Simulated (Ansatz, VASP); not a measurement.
**Sc2CS2: VASP beside Ansatz**

One calculation is typed for both programs; each brings its own data sets. How far apart do they land? Of the first pair: The structure shown is the start of the Ansatz relaxation below; VASP solves that cell, so the two are compared at the walk's first step.

Main program and level: Ansatz 0.2.0; plane waves, with VASP 6.6.1 beside it; single point at PBEsol.

## (1) Set-up

The cell holds 20 atoms: 8 S, 8 Sc and 4 C. Cell: a = 6.700 Å, b = 6.700 Å, c = 20.400 Å, α = 90.0°, β = 90.0°, γ = 120.0°. It derives from Sc2C1. Kind MXene sheet; termination S; lattice typed, then relaxed in the plane. Vacuum lies along c.

## (2) Ansatz: relaxation, PBEsol

Ansatz runs on its default PAW (the set named soft_2) files.

The two programs are compared at the cell with which this relaxation starts, whose forces are those of its first step.

Contents of input.yaml:

```yaml
crystal:
  lattice:
    - [6.7, 0.0, 0.0]
    - [-3.35, 5.8023702054, 0.0]
    - [0.0, 0.0, 20.4]
  atoms:
    - { symbol: S, position: [0.0, 0.0, 0.632352941] }
    - { symbol: S, position: [0.0, 0.5, 0.632352941] }
    - { symbol: S, position: [0.5, 0.0, 0.632352941] }
    - { symbol: S, position: [0.5, 0.5, 0.632352941] }
    - { symbol: Sc, position: [0.333333333, 0.666666667, 0.558823529] }
    - { symbol: Sc, position: [0.333333333, 0.166666667, 0.558823529] }
    - { symbol: Sc, position: [0.833333333, 0.666666667, 0.558823529] }
    - { symbol: Sc, position: [0.833333333, 0.166666667, 0.558823529] }
    - { symbol: C, position: [0.166666667, 0.333333333, 0.5] }
    - { symbol: C, position: [0.166666667, 0.833333333, 0.5] }
    - { symbol: C, position: [0.666666667, 0.333333333, 0.5] }
    - { symbol: C, position: [0.666666667, 0.833333333, 0.5] }
    - { symbol: Sc, position: [0.0, 0.0, 0.441176471] }
    - { symbol: Sc, position: [0.0, 0.5, 0.441176471] }
    - { symbol: Sc, position: [0.5, 0.0, 0.441176471] }
    - { symbol: Sc, position: [0.5, 0.5, 0.441176471] }
    - { symbol: S, position: [0.333333333, 0.666666667, 0.367647059] }
    - { symbol: S, position: [0.333333333, 0.166666667, 0.367647059] }
    - { symbol: S, position: [0.833333333, 0.666666667, 0.367647059] }
    - { symbol: S, position: [0.833333333, 0.166666667, 0.367647059] }
kpoints:
  mp_grid: { grid: [6, 6, 1] }
scf:
  occupations: { method: fermi_dirac, width: 0.05 }
  n_extra_bands: 16
hamiltonian:
  xc: pbesol
  pseudopotentials: { kind: paw }
output:
  forces: true
  write_potential: true
  volumetric_format: []
relax:
  f_tol: 0.03
  max_steps: 45
  cell: { fix: [c, alpha, beta] }
```

Command:

```
$ ansatz run input.yaml --threads 4 --pin off --max-ram 14336MiB --backend cpu --events-out ev --progress --plain --runs-dir out
```

Numbers of over 12 decimals in the logs are rounded to 6 here.

The program printed:

```text
scf.n_extra_bands = 16 over 76 filled bands (N_el = 152.0): the run solves 92 bands
Engine: ansatz 0.2.0, aarch64-unknown-linux-gnu
Pseudopotentials: kind: paw
Pseudopotential: S, paw, valence charge 6, recommended cutoff 420 eV (normal), S.paw.azcp
Pseudopotential: Sc, paw, valence charge 11, recommended cutoff 420 eV (normal), Sc.paw.azcp
Pseudopotential: C, paw, valence charge 4, recommended cutoff 420 eV (normal), C.paw.azcp
Functional definition: PBEsol
  exchange = pbesol_x
  correlation = pbesol_c
Crystal: 20 atoms, lattice volume = 793.068 Å³
Basis set: ecut = 420 eV, 15561 PW (Γ), exchange–correlation on 90×90×288 points (8 copies of the dense FFT grid, shifted against one another)
Bands: 92, of which v1, the nominal top of the filled ones, is band 76 counted from 1 (75 counted from 0)
Symmetry: 48 space group operations
Space group: P-3m1 (ITA 164), of the structure as read, at distance tolerance 9.3e-5 Å
k-points: 7 of 36
Non-local potential: S, projectors of the file, l = 0: 2, l = 1: 2, l = 2: 2
Non-local potential: Sc, projectors of the file, l = 0: 3, l = 1: 2, l = 2: 3, l = 3: 1
Non-local potential: C, projectors of the file, l = 0: 2, l = 1: 2, l = 2: 1
PAW form: soft (Blöchl's): semilocal exchange-correlation on the pseudo side does not see the compensation charge
PAW frozen core: S, regenerated for the run's functional, and the local potential with it (the file was generated under x = pbe(κ = 0.804, μ = 0.219515), c = pbe(β = 0.066725))
PAW frozen core: Sc, regenerated for the run's functional, and the local potential with it (the file was generated under x = pbe(κ = 0.804, μ = 0.219515), c = pbe(β = 0.066725))
PAW frozen core: C, regenerated for the run's functional, and the local potential with it (the file was generated under x = pbe(κ = 0.804, μ = 0.219515), c = pbe(β = 0.066725))
PAW one-centre angular grid: S, 110 points (default); XC on 64 Gauss nodes
PAW one-centre angular grid: Sc, 590 points (default); XC on 64 Gauss nodes
PAW one-centre angular grid: C, 110 points (default); XC on 64 Gauss nodes
Initial density: superposition of atomic densities (neutral atoms: chi_scale 0, normalization atom), corrected by the library's trained network
Initial wavefunctions: pseudopotential atomic-orbital guess
Functional: x = pbesol(κ = 0.804, μ = 0.123457), c = pbesol(β = 0.046)
SCF iter   1: F=—  HF=-24971.421226 eV  |F-HF|=—  |Δ(HF+E_count)|=         —  Δρ=6.23e-3  dr2=1.67e0  ethr=1.77e-3  ⟨swp⟩=7.3  Hψ=2942  notcnv=0  defer=20
preconditioner: auto → LDOS  [metal: Δε(μ)=0.055 eV  Ē_g=6.797 eV  σ=0.050 eV  W_gap=0.27  n_scr=108 (ndim 8)  ℏωp=12.4 eV  f_vac=0.569  D(μ)=13.63/eV (n_scr^D=64)  β→1.0]
SCF iter   2: F=—  HF=-24971.234334 eV  |F-HF|=—  |Δ(HF+E_count)|=   1.87e-1  Δρ=3.45e-3  dr2=1.33e-1  ethr=1.10e-3  ⟨swp⟩=2.1  Hψ=1030  notcnv=0  defer=46
SCF iter   3: F=—  HF=-24971.218950 eV  |F-HF|=—  |Δ(HF+E_count)|=   1.54e-2  Δρ=1.39e-3  dr2=4.15e-2  ethr=8.72e-5  ⟨swp⟩=2.0  Hψ=972  notcnv=0  defer=46
SCF iter   4: F=—  HF=-24971.211933 eV  |F-HF|=—  |Δ(HF+E_count)|=   7.02e-3  Δρ=4.75e-4  dr2=5.78e-3  ethr=2.73e-5  ⟨swp⟩=2.0  Hψ=857  notcnv=0  defer=46
SCF iter   5: F=—  HF=-24971.210914 eV  |F-HF|=—  |Δ(HF+E_count)|=   1.02e-3  Δρ=1.36e-4  dr2=4.84e-4  ethr=3.80e-6  ⟨swp⟩=2.0  Hψ=862  notcnv=0  defer=46
SCF iter   6: F=—  HF=-24971.210858 eV  |F-HF|=—  |Δ(HF+E_count)|=   5.58e-5  Δρ=2.13e-5  dr2=1.38e-5  ethr=3.18e-7  ⟨swp⟩=2.0  Hψ=916  notcnv=0  defer=46
SCF iter   7: F=—  HF=-24971.211061 eV  |F-HF|=—  |Δ(HF+E_count)|=   2.03e-4  Δρ=5.68e-6  dr2=2.72e-7  ethr=9.09e-9  ⟨swp⟩=2.1  Hψ=945  notcnv=0  defer=46
SCF iter   8: F=-24971.211061 eV  HF=-24971.211061 eV  |F-HF|=6.16e-8  |Δ(HF+E_count)|=   1.39e-7  Δρ=1.30e-6  dr2=8.61e-9  ethr=6.58e-11  ⟨swp⟩=10.4  Hψ=4999  notcnv=0
SCF 1 converged in 8 iterations: F = -24971.211061 eV  dr2 = 8.61e-9
  greatest PAW one-centre occupation: 0.998 electrons in one spin orbital (limit 2), on the Sc atom at site 15 (counted from 0), in its partial waves of l = 0
relax step   1: F+E_penalty+E_count = -24971.21106073 eV  Δ(F+E_penalty+E_count) = +0.000e0 eV  max|allowed force component| = 1.215e0 eV/Å  Δτ_max = 0.0000 Å  P = +4.148 GPa  Ω = 793.068 Å³  fix = [c, alpha, beta]  reactions: c +4.972 GPa  (8 SCF iters, dr2 threshold 1.00e-7 eV, accepted)
Crystal: 20 atoms, lattice volume = 809.638 Å³
Basis set: ecut = 420 eV, 15825 PW (Γ), exchange–correlation on 90×90×288 points (8 copies of the dense FFT grid, shifted against one another)
Initial density: handed on by an earlier stage of this run
Initial wavefunctions: those handed on with the density
SCF iter   1: F=—  HF=-24975.112970 eV  |F-HF|=—  |Δ(HF+E_count)|=         —  Δρ=2.85e-2  dr2=3.22e1  ethr=3.10e-3  ⟨swp⟩=5.6  Hψ=2175  notcnv=0  defer=22
[...]
SCF converged after 6 iterations
Free energy (F): -24972.500831 eV
Harris-Foulkes:  -24972.500831 eV  (|F-HF|=2.31e-9)
Internal energy: -24972.386270 eV  (E = F + TS)
E sigma→0 (E₀):  -24972.443550 eV
Entropy (-TS):   -0.114561 eV (-5.728 meV/atom)
Fermi energy:    -1.030373 eV
--- Per-component energies (eV) ---
  E_band       = -2508.758311
  E_kinetic    = 3293.173107
  E_local      = -85430.732716  (includes V_loc(G=0)·N_el)
  E_nonlocal   = 994.148286
  E_hartree    = 40793.935880
  E_xc         = -1790.976921
  E_vxc        = -1970.462590  (∫ρ·V_xc dr)
  E_paw        = -12502.867405  (= ΣΔE_a)
  E_vpaw       = -982.755626  (= ΣTr[D̂ρ^β])
  E_aug_tail   = 0.000105  (compensation charges beyond the density's cutoff)
  E_ewald      = 29669.321196
  E_core_change = 1.612197  (= ΣΔE_core)
  E_smearing   = -0.114561  (= −TS)
  E_closure    = 0.000000  (closes the sum)
  Σ components = -24972.500831   (vs F -24972.500831, Δ=0.00e0)
--- Forces (eV/Å), atoms counted from 1 ---
  atom   1  S     -0.00000000     0.00000000     0.00200773
  atom   2  S     -0.00000000     0.00000000     0.00200773
  atom   3  S      0.00000000     0.00000000     0.00200773
  atom   4  S     -0.00000000     0.00000000     0.00200773
  atom   5  Sc    -0.00000000     0.00000000     0.00110603
  atom   6  Sc     0.00000000     0.00000000     0.00110603
  atom   7  Sc     0.00000000     0.00000000     0.00110603
  atom   8  Sc     0.00000000     0.00000000     0.00110603
  atom   9  C     -0.00000000     0.00000000    -0.00000000
  atom  10  C      0.00000000     0.00000000     0.00000000
  atom  11  C      0.00000000    -0.00000000     0.00000000
  atom  12  C      0.00000000     0.00000000     0.00000000
  atom  13  Sc     0.00000000    -0.00000000    -0.00110603
  atom  14  Sc     0.00000000    -0.00000000    -0.00110603
  atom  15  Sc     0.00000000    -0.00000000    -0.00110603
  atom  16  Sc     0.00000000    -0.00000000    -0.00110603
  atom  17  S     -0.00000000    -0.00000000    -0.00200773
  atom  18  S     -0.00000000    -0.00000000    -0.00200773
  atom  19  S      0.00000000    -0.00000000    -0.00200773
  atom  20  S      0.00000000    -0.00000000    -0.00200773
  max |Σ_I F_I| component: 4.63e-18 eV/Å
--- Stress (GPa, compression-positive) ---
        0.023503       0.000000      -0.000000
       -0.000000       0.023503      -0.000000
        0.000000      -0.000000       0.010482
  P = ⅓ Tr σ = 0.0192 GPa (0.192 kbar)
--- Band table (eV; the first three rows and the last of 7) ---
  k-point 0: bands = [... 72 lower, -1.1453, -1.1453, -0.8279, -0.8279, -0.8279, -0.3447, 0.3709, 0.3709, ... 12 higher]
  k-point 1: bands = [... 72 lower, -1.2041, -1.1541, -1.1541, -1.0791, -0.8263, -0.1947, -0.1572, 0.1402, ... 12 higher]
  k-point 2: bands = [... 72 lower, -1.3225, -1.2744, -1.2744, -1.1427, -0.8853, -0.7843, -0.2784, -0.2436, ... 12 higher]
  k-point 6: bands = [... 72 lower, -1.4034, -1.4034, -1.3152, -1.3152, -1.3152, -0.7643, -0.7643, -0.7643, ... 12 higher]
--- Relaxed structure (6 steps of the walk, 6 accepted, 1 SCFs on fresh bases) ---
  F+E_penalty+E_count = -24972.50083105 eV   max|allowed force component| = 2.008e-3 eV/Å   (the final SCF, on the basis selected at the relaxed cell)
  cell:  # Å, volume = 843.5016 Å³
    - [6.909753, 0.0, 0]
    - [-3.454877, 5.984022, 0]
    - [0, 0, 20.4]
  atoms:
    - { symbol: S, position: [3.021693164906962e-17, 8.326672679518797e-18, 0.636288] }
    - { symbol: S, position: [0, 0.500000, 0.636288] }
    - { symbol: S, position: [0.5, 8.326672679518795e-18, 0.636288] }
    - { symbol: S, position: [0.5, 0.500000, 0.636288] }
    - { symbol: Sc, position: [0.333333, 0.666667, 0.565054] }
    - { symbol: Sc, position: [0.333333, 0.166667, 0.565054] }
    - { symbol: Sc, position: [0.833333, 0.666667, 0.565054] }
    - { symbol: Sc, position: [0.833333, 0.166667, 0.565054] }
    - { symbol: C, position: [0.166667, 0.333333, 0.5] }
    - { symbol: C, position: [0.166667, 0.833333, 0.5] }
    - { symbol: C, position: [0.666667, 0.333333, 0.5] }
    - { symbol: C, position: [0.666667, 0.833333, 0.5] }
    - { symbol: Sc, position: [2.624889617595471e-17, 8.326672679518795e-18, 0.434946] }
    - { symbol: Sc, position: [0, 0.500000, 0.434946] }
    - { symbol: Sc, position: [0.5, 8.326672679518794e-18, 0.434946] }
    - { symbol: Sc, position: [0.5, 0.500000, 0.434946] }
    - { symbol: S, position: [0.333333, 0.666667, 0.363712] }
    - { symbol: S, position: [0.333333, 0.166667, 0.363712] }
    - { symbol: S, position: [0.833333, 0.666667, 0.363712] }
    - { symbol: S, position: [0.833333, 0.166667, 0.363712] }
```

(Part 1 of 3 ends here.)

[Lines on the potential files, build, host, timing and source positions are cut from VASP's logs without a mark.]

[Logs are printed without paths, hosts, clocks, repeated set-up lines and the standing remarks that a program may print on its own settings, such as how far it seeks lower states.]

[Hosts, paths, dates, database ids (printed as entryN), source tags and the programs' standing remarks are cut or masked in the printed files.]
